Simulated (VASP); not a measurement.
Data:

```
CELL_PARAMETERS angstrom
      0.00000     3.27842     3.27842
      3.27842     0.00000     3.27842
      3.27842     3.27842     0.00000
ATOMIC_POSITIONS crystal
  Tl 0.00000 0.00000 0.00000
  Br 0.50000 0.50000 0.50000
```

These are PBEsol GGA with spin-orbit coupling, VASP's PBE PAW potentials (set 64) (plane waves; VASP 6.6.1) values and carry that method's errors. Settings: 400 eV cut-off, 6×6×6 Γ-centred mesh, Gaussian smearing of 0.050 eV, potentials Tl_d Br.

Q: Give the energies of bands 13 to 26 at the high-symmetry points, in eV from the valence-band maximum.

A: 
| band | Γ | X | U | L | W |
|---|---|---|---|---|---|
| 13 | -4.37 | -4.06 | -4.75 | -5.53 | -4.67 |
| 14 | -4.37 | -4.06 | -4.75 | -5.53 | -4.67 |
| 15 | -2.29 | -3.47 | -3.22 | -1.90 | -3.08 |
| 16 | -2.29 | -3.47 | -3.22 | -1.90 | -3.08 |
| 17 | -1.76 | -2.70 | -2.27 | -1.59 | -2.96 |
| 18 | -1.76 | -2.70 | -2.27 | -1.59 | -2.96 |
| 19 | -1.76 | -2.35 | -1.54 | 0.00 | -0.98 |
| 20 | -1.76 | -2.35 | -1.54 | 0.00 | -0.98 |
| 21 | 4.87 | 4.81 | 3.71 | 1.66 | 3.44 |
| 22 | 4.87 | 4.81 | 3.71 | 1.66 | 3.44 |
| 23 | 6.78 | 5.50 | 4.84 | 3.54 | 4.89 |
| 24 | 6.78 | 5.50 | 4.84 | 3.54 | 4.89 |
| 25 | 6.78 | 5.65 | 5.29 | 4.32 | 5.06 |
| 26 | 6.78 | 5.65 | 5.29 | 4.32 | 5.06 |

The gap is direct, 1.66 eV, from the valence maximum at L to the conduction minimum at L.

The structure comes from a computed database's TlBr entry (Fm-3m); how it stands against other phases isn't given here. It was relaxed first, which changed the volume by -6 %.
